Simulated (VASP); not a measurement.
```
CELL_PARAMETERS angstrom
      4.66904     0.00000     0.00000
     -2.33452     4.04351     0.00000
      0.00000     0.00000     7.64681
ATOMIC_POSITIONS crystal
  Nd 0.66667 0.33333 0.00000
  Nd 0.33333 0.66667 0.50000
  As 0.66667 0.33333 0.62520
  As 0.33333 0.66667 0.12520
```
Cell charge -0.1.

Calculation: PBE GGA, VASP's PBE PAW potentials (set 64) (plane waves; VASP). Numerical set-up: NELECT = 32.1, 400 eV cut-off, 5×5×3 Γ-centred mesh, Gaussian smearing of 0.050 eV, potentials Nd_3 As.

The 4f electrons are frozen in the core of the lanthanide potential, so 4f levels, which can set the real gap, and their magnetism are missing. The cell is charged, with a uniform compensating background.

**Question.** What does the run give for the energy per atom (σ→0), pressure, largest force, band gap (on the k-mesh) with the smallest direct gap where there is one?

**Answer.** 
```yaml
band gap (on the k-mesh): none (metal, semimetal or under 0.01 eV)
energy per atom (σ→0): -5.654 eV/atom
pressure: 1.78 GPa
largest_force: 0.166 eV/Å
```

Only differences to runs with the same potentials and settings are physical.

The structure was generated: NdAs was put into the wurtzite type (P6_3mc), which need not be its known phase. The cell was not relaxed at this level. The k-mesh is coarse (spacing up to 0.31 per Å, 2π included), so the numbers may not be converged in it. The run is one of a series of settings (NELECT = 32.1 against the base run), some of them coarse on purpose.
